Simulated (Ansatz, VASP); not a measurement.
# In3GaSbAs3: VASP beside Ansatz

One calculation is typed for both programs; each brings its own data sets. How far apart do they land? The cell is generated by rule, not measured, and may not be a known phase. The cell is taken from a series of runs on this material, whose earlier steps may have relaxed, scaled, displaced or heated it; both programs get it as it stands.

Main program and level: Ansatz 0.2.0; plane waves, with VASP 6.6.1 beside it; relaxation of cell and atoms at PBEsol.

The structure was built from a prototype and need not be the compound's stable phase.

### Step 1. The structure

The structure is orthorhombic, space group Pmm2 (No. 25). Conventional cell: a = 4.295 Å, b = 4.314 Å, c = 12.209 Å, α = 90.00°, β = 90.00°, γ = 90.00°. As has 4 In at 2.64 Å nearest. Nearest to As lie 4 In at 2.63 to 2.64 Å. Nearest to As lie 2 Ga at 2.52 Å and 2 In at 2.64 Å. Nearest to Ga lie 2 As at 2.52 Å and 2 Sb at 2.63 Å. In has 2 As at 2.64 Å and 2 Sb at 2.78 Å nearest. In has 4 As at 2.64 Å nearest. Farther neighbours are not listed.

### Step 2. Ansatz: relaxation of cell and atoms, PBEsol

Ansatz runs on its default PAW (the set named soft_2) files.

The relaxed volume is the usual yardstick between codes: in a stiff, nearly cubic crystal its relative difference is about their pressure difference at one cell divided by the bulk modulus.

input.yaml reads:

```yaml
crystal:
  lattice:
    - [3.0505623276, 3.0505623276, 0.0]
    - [-3.0371520085, 3.0371520085, 0.0]
    - [0.0, 0.0, 12.2088566117]
  atoms:
    - { symbol: As, position: [0.0, 0.5, 0.3794218585] }
    - { symbol: As, position: [0.5, 1.0, 0.6288137759] }
    - { symbol: As, position: [0.0, 0.5, 0.8790060382] }
    - { symbol: Ga, position: [0.0, 0.0, -0.0125384381] }
    - { symbol: In, position: [0.5, 0.5, 0.2553088679] }
    - { symbol: In, position: [0.0, 0.0, 0.5047813483] }
    - { symbol: In, position: [0.5, 0.5, 0.7538554185] }
    - { symbol: Sb, position: [0.5, 1.0, 0.1113511309] }
kpoints:
  mp_grid: { grid: [8, 8, 4] }
hamiltonian:
  xc: pbesol
scf:
  occupations: { method: gaussian, width: 0.1 }
output:
  forces: true
  stress: true
  eigenvalues: true
relax:
  adjacent_minimum: "off"
  f_tol: 0.005
  max_steps: 80
  cell: { stress_tol: 0.05 }
```

Run with:

```console
$ ansatz run input.yaml --threads 4 --pin off --max-ram 14336MiB --backend cpu --events-out ev --progress --plain --runs-dir out
```

Numbers of over 12 decimals in the logs are rounded to 6 here.

Output:

```text
Engine: ansatz 0.2.0, aarch64-unknown-linux-gnu
Pseudopotentials: kind: paw
Pseudopotential: As, paw, valence charge 15, recommended cutoff 420 eV (normal), As.paw.azcp
Pseudopotential: Ga, paw, valence charge 13, recommended cutoff 420 eV (normal), Ga.paw.azcp
Pseudopotential: In, paw, valence charge 13, recommended cutoff 420 eV (normal), In.paw.azcp
Pseudopotential: Sb, paw, valence charge 15, recommended cutoff 420 eV (normal), Sb.paw.azcp
Functional definition: PBEsol
  exchange = pbesol_x
  correlation = pbesol_c
Crystal: 8 atoms, lattice volume = 226.231 Å³
Basis set: ecut = 420 eV, 4369 PW (Γ), exchange–correlation on 60×60×180 points (8 copies of the dense FFT grid, shifted against one another)
Bands: 68, of which v1, the nominal top of the filled ones, is band 56 counted from 1 (55 counted from 0)
Symmetry: 4 space group operations
Space group: Pmm2 (ITA 25), of the structure as read, at distance tolerance 6.1e-5 Å
k-points: 75 of 256 (time reversal used)
Non-local potential: As, projectors of the file, l = 0: 2, l = 1: 2, l = 2: 3, l = 3: 1
Non-local potential: Ga, projectors of the file, l = 0: 2, l = 1: 2, l = 2: 3, l = 3: 1
Non-local potential: In, projectors of the file, l = 0: 2, l = 1: 2, l = 2: 2, l = 3: 2
Non-local potential: Sb, projectors of the file, l = 0: 2, l = 1: 2, l = 2: 2, l = 3: 2
PAW form: soft (Blöchl's): semilocal exchange-correlation on the pseudo side does not see the compensation charge
PAW frozen core: As, regenerated for the run's functional, and the local potential with it (the file was generated under x = pbe(κ = 0.804, μ = 0.219515), c = pbe(β = 0.066725))
PAW frozen core: Ga, regenerated for the run's functional, and the local potential with it (the file was generated under x = pbe(κ = 0.804, μ = 0.219515), c = pbe(β = 0.066725))
PAW frozen core: In, regenerated for the run's functional, and the local potential with it (the file was generated under x = pbe(κ = 0.804, μ = 0.219515), c = pbe(β = 0.066725))
PAW frozen core: Sb, regenerated for the run's functional, and the local potential with it (the file was generated under x = pbe(κ = 0.804, μ = 0.219515), c = pbe(β = 0.066725))
PAW one-centre angular grid: As, 590 points (default); XC on 64 Gauss nodes
PAW one-centre angular grid: Ga, 590 points (default); XC on 64 Gauss nodes
PAW one-centre angular grid: In, 590 points (default); XC on 64 Gauss nodes
PAW one-centre angular grid: Sb, 590 points (default); XC on 64 Gauss nodes
Initial density: superposition of atomic densities (neutral atoms: chi_scale 0, normalization atom), corrected by the library's trained network
Initial wavefunctions: pseudopotential atomic-orbital guess
Functional: x = pbesol(κ = 0.804, μ = 0.123457), c = pbesol(β = 0.046)
SCF iter   1: F=—  HF=-41167.937521 eV  |F-HF|=—  |Δ(HF+E_count)|=         —  Δρ=4.16e-3  dr2=6.37e-2  ethr=1.77e-3  ⟨swp⟩=6.3  Hψ=19930  notcnv=0  defer=10
preconditioner: auto → Resta (q_TF=auto, 2.427 Å⁻¹)  ε∞=3.3  [insulator: Δε(μ)=0.153 eV  Ē_g=13.795 eV  σ=0.100 eV  W_gap=0.52  n_scr=56 (ndim 8)  ℏωp=20.9 eV  f_vac=0.102  D(μ)=0.15/eV (n_scr^D=0)  ε∞_Penn≈3.3]
SCF iter   2: F=—  HF=-41167.915679 eV  |F-HF|=—  |Δ(HF+E_count)|=   2.18e-2  Δρ=1.86e-3  dr2=1.25e-2  ethr=5.69e-5  ⟨swp⟩=2.6  Hψ=8969  notcnv=0  defer=13
SCF iter   3: F=—  HF=-41167.913284 eV  |F-HF|=—  |Δ(HF+E_count)|=   2.39e-3  Δρ=5.25e-4  dr2=1.35e-3  ethr=1.11e-5  ⟨swp⟩=2.9  Hψ=8608  notcnv=0  defer=13
SCF iter   4: F=—  HF=-41167.913370 eV  |F-HF|=—  |Δ(HF+E_count)|=   8.58e-5  Δρ=2.52e-4  dr2=2.88e-4  ethr=1.21e-6  ⟨swp⟩=2.0  Hψ=7474  notcnv=0  defer=13
SCF iter   5: F=—  HF=-41167.913507 eV  |F-HF|=—  |Δ(HF+E_count)|=   1.37e-4  Δρ=1.07e-4  dr2=5.82e-5  ethr=2.57e-7  ⟨swp⟩=2.0  Hψ=7343  notcnv=0  defer=13
SCF iter   6: F=—  HF=-41167.913559 eV  |F-HF|=—  |Δ(HF+E_count)|=   5.20e-5  Δρ=3.54e-5  dr2=2.99e-6  ethr=5.20e-8  ⟨swp⟩=2.0  Hψ=8467  notcnv=0  defer=14
SCF iter   7: F=—  HF=-41167.913564 eV  |F-HF|=—  |Δ(HF+E_count)|=   5.05e-6  Δρ=1.63e-5  dr2=9.37e-7  ethr=2.67e-9  ⟨swp⟩=2.0  Hψ=8846  notcnv=0  defer=16
SCF iter   8: F=-41167.913564 eV  HF=-41167.913564 eV  |F-HF|=7.23e-8  |Δ(HF+E_count)|=   7.64e-8  Δρ=5.32e-6  dr2=6.67e-8  ethr=8.93e-11  ⟨swp⟩=8.2  Hψ=27681  notcnv=0
SCF 1 converged in 8 iterations: F = -41167.913564 eV  dr2 = 6.67e-8
  greatest PAW one-centre occupation: 0.999 electrons in one spin orbital (limit 2), on the As atom at site 2 (counted from 0), in its partial waves of l = 2
relax step   1: F+E_penalty+E_count = -41167.91356388 eV  Δ(F+E_penalty+E_count) = +0.000e0 eV  max|allowed force component| = 2.663e-3 eV/Å  Δτ_max = 0.0000 Å  P = +0.001 GPa  Ω = 226.231 Å³  (8 SCF iters, dr2 threshold 1.00e-7 eV, accepted)
Initial density: handed on by an earlier stage of this run
Initial wavefunctions: pseudopotential atomic-orbital guess (no wavefunctions were taken with the density)
iter 1 solved again at ethr=3.52e-7 eV; its pass at ethr=3.10e-3 eV (dr2=3.94e-4 eV) is discarded
SCF iter   1: F=—  HF=-41167.913522 eV  |F-HF|=—  |Δ(HF+E_count)|=         —  Δρ=5.37e-6  dr2=7.41e-8  ethr=3.52e-7  ⟨swp⟩=3.0  Hψ=32385  notcnv=0
eigensolver tolerance schedule: the retry pair's looser diagonalisation over-reported the residual by 5313.90 of it (diagonalisation noise at 1.52 of the residual, at the tolerance the schedule requests for it); recorded, not acted on — ethr = c·dr2/N_el stays at c = 1.0e-1
preconditioner: auto → Resta (q_TF=auto, 2.427 Å⁻¹)  ε∞=3.3  [insulator: Δε(μ)=0.168 eV  Ē_g=13.819 eV  σ=0.100 eV  W_gap=0.55  n_scr=56 (ndim 8)  ℏωp=20.9 eV  f_vac=0.087  D(μ)=0.15/eV (n_scr^D=0)  ε∞_Penn≈3.3]
SCF iter   2: F=—  HF=-41167.913564 eV  |F-HF|=—  |Δ(HF+E_count)|=   4.20e-5  Δρ=3.20e-6  dr2=2.10e-8  ethr=6.62e-11  ⟨swp⟩=2.9  Hψ=10666  notcnv=0
SCF iter   3: F=—  HF=-41167.913564 eV  |F-HF|=—  |Δ(HF+E_count)|=   3.55e-8  Δρ=1.80e-6  dr2=7.46e-9  ethr=1.88e-11  ⟨swp⟩=2.0  Hψ=7766  notcnv=0
SCF iter   4: F=—  HF=-41167.913564 eV  |F-HF|=—  |Δ(HF+E_count)|=   2.16e-8  Δρ=5.68e-7  dr2=1.36e-9  ethr=6.66e-12  ⟨swp⟩=2.0  Hψ=7802  notcnv=0
SCF iter   5: F=—  HF=-41167.913564 eV  |F-HF|=—  |Δ(HF+E_count)|=  9.24e-10  Δρ=2.21e-7  dr2=1.68e-10  ethr=1.21e-12  ⟨swp⟩=2.0  Hψ=9297  notcnv=0
SCF iter   6: F=-41167.913564 eV  HF=-41167.913564 eV  |F-HF|=2.91e-11  |Δ(HF+E_count)|=  5.82e-11  Δρ=7.18e-8  dr2=3.85e-11  ethr=1.00e-12  ⟨swp⟩=5.5  Hψ=17943  notcnv=0
SCF 2 converged in 6 iterations: F = -41167.913564 eV  dr2 = 3.85e-11
relax step   2: F+E_penalty+E_count = -41167.91356392 eV  Δ(F+E_penalty+E_count) = -4.357e-8 eV  max|allowed force component| = 2.668e-3 eV/Å  Δτ_max = 0.0000 Å  P = +0.002 GPa  Ω = 226.231 Å³  stress off target by 1.10e-2 GPa  SCF on the basis re-selected at this cell (its energy is not comparable with the rows above)  (6 SCF iters)
basis re-selected at this cell: Δ(F+E_penalty+E_count) = -4.357e-8 eV, ΔP = +0.000 GPa vs the last step (what re-selecting the basis moved, of the pressure what is left beyond the Pulay correction that the steps carried, after the strain that the cell walked since its last selection, with what the two solves' SCF thresholds leave and, on support functions, any second-order correction that the steps lacked; it is no m [...]
SCF converged after 6 iterations
Free energy (F): -41167.913564 eV
Harris-Foulkes:  -41167.913564 eV  (|F-HF|=2.91e-11)
Internal energy: -41167.912827 eV  (E = F + TS)
E sigma→0 (E₀):  -41167.913195 eV
Entropy (-TS):   -0.000737 eV (-0.092 meV/atom)
Fermi energy:    7.663663 eV
--- Per-component energies (eV) ---
  E_band       = -1230.424724
  E_kinetic    = 1363.564197
  E_local      = -13882.439185  (includes V_loc(G=0)·N_el)
  E_nonlocal   = -108.821843
  E_hartree    = 6606.580569
  E_xc         = -1081.224263
  E_vxc        = -690.632860  (∫ρ·V_xc dr)
  E_paw        = -24082.961277  (= ΣΔE_a)
  E_vpaw       = -1125.256330  (= ΣTr[D̂ρ^β])
  E_aug_tail   = -0.000012  (compensation charges beyond the density's cutoff)
  E_ewald      = -9987.412841
  E_core_change = 4.801828  (= ΣΔE_core)
  E_smearing   = -0.000737  (= −TS)
  E_closure    = -0.000000  (closes the sum)
  Σ components = -41167.913564   (vs F -41167.913564, Δ=0.00e0)
--- Forces (eV/Å), atoms counted from 1 ---
  atom   1  As    -0.00000000     0.00000000    -0.00114361
  atom   2  As    -0.00000000     0.00000000     0.00031752
  atom   3  As    -0.00000000     0.00000000     0.00059703
  atom   4  Ga     0.00000000     0.00000000     0.00266838
  atom   5  In     0.00000000     0.00000000    -0.00065921
  atom   6  In     0.00000000    -0.00000000     0.00011487
  atom   7  In     0.00000000     0.00000000    -0.00096088
  atom   8  Sb    -0.00000000     0.00000000    -0.00093420
  max |Σ_I F_I| component: 1.01e-7 eV/Å
--- Stress (GPa, compression-positive) ---
       -0.003132       0.001423       0.000000
        0.001423      -0.003132       0.000000
        0.000000       0.000000       0.011027
  P = ⅓ Tr σ = 0.0016 GPa (0.016 kbar)
--- Band table (eV; the first three rows and the last of 75) ---
  k-point 0: bands = [... 52 lower, 6.3189, 7.0921, 7.4521, 7.5044, 7.6532, 8.8636, 8.9743, 9.4324, ... 8 higher]
  k-point 1: bands = [... 52 lower, 6.4513, 6.5215, 7.3516, 7.5226, 8.1476, 8.8379, 9.0229, 9.3293, ... 8 higher]
  k-point 2: bands = [... 52 lower, 6.7340, 6.7688, 7.0978, 7.3492, 8.5740, 8.8673, 9.1209, 9.3772, ... 8 higher]
  k-point 74: bands = [... 52 lower, 4.8008, 4.8276, 4.8890, 4.9480, 9.7139, 9.7419, 9.8071, 9.8875, ... 8 higher]
--- Relaxed structure (1 steps of the walk, 1 accepted, 1 SCFs on fresh bases) ---
  F+E_penalty+E_count = -41167.91356392 eV   max|allowed force component| = 2.668e-3 eV/Å   (the final SCF, on the basis selected at the relaxed cell)
  cell:  # Å, volume = 226.2306 Å³
    - [3.0505623276, 3.0505623276, 0.0]
    - [-3.0371520085, 3.0371520085, 0.0]
    - [0.0, 0.0, 12.2088566117]
  atoms:
    - { symbol: As, position: [0.0, 0.5, 0.3794218585] }
    - { symbol: As, position: [0.5, 1.000000, 0.6288137759] }
    - { symbol: As, position: [0.0, 0.5, 0.879006] }
    - { symbol: Ga, position: [0.0, 0.0, -0.012538] }
    - { symbol: In, position: [0.500000, 0.5, 0.2553088679] }
    - { symbol: In, position: [0.0, 0.0, 0.5047813483] }
    - { symbol: In, position: [0.500000, 0.5, 0.7538554185] }
    - { symbol: Sb, position: [0.5, 1.000000, 0.111351] }
```

(Continued in part 2 of 2.)

[Lines on the potential files, build, host, timing and source positions are cut from VASP's logs without a mark.]

[Logs are printed without paths, hosts, clocks, repeated set-up lines and the standing remarks that a program may print on its own settings, such as how far it seeks lower states.]

[Hosts, paths, dates, database ids (printed as entryN), source tags and the programs' standing remarks are cut or masked in the printed files.]
